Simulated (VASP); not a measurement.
Given:

```yaml
crystal:
  lattice:
    - [0.00000, 3.20207, 3.20207]
    - [3.20207, 0.00000, 3.20207]
    - [3.20207, 3.20207, 0.00000]
  atoms:
    - { symbol: La, position: [0.00000, 0.00000, 0.00000] }
    - { symbol: Al, position: [0.50000, 0.50000, 0.50000] }
```

The numbers are results of PBE GGA, VASP's PBE PAW potentials (set 64) (plane waves; VASP), not measurements. Run with 400 eV cut-off, 11×11×11 Γ-centred mesh, tetrahedra with Blöchl corrections, potentials La Al.

Task: What does the run give for the energy per atom (σ→0), band gap (on the k-mesh) with the smallest direct gap where there is one?

Result: 
The band gap (on the k-mesh) is none (metal, semimetal or under 0.01 eV) and the energy per atom (σ→0) is -4.206 eV/atom.

The absolute energy has meaning only against runs of the same code, potentials and settings.

The structure was generated: LaAl was put into the rock salt type (Fm-3m), which need not be its known phase. It was relaxed first, which changed the volume by -26 %.
